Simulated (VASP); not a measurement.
Method: PBEsol GGA, VASP's PBE PAW potentials (set 64) (plane waves; VASP). Each cell was relaxed at this level, without spin-orbit coupling.

### Question
Which of these comes out without a gap?
A) TiC, Fm-3m (225)
B) LiBr, Fm-3m (225)
C) ZnGeP2, I-42d (122)
D) HgS, P3_221 (154)

### Answer
A, TiC, Fm-3m (225). The others have gaps of 1.22 eV (HgS, P3_221 (154)), 4.98 eV (LiBr, Fm-3m (225)), 1.07 eV (ZnGeP2, I-42d (122)).
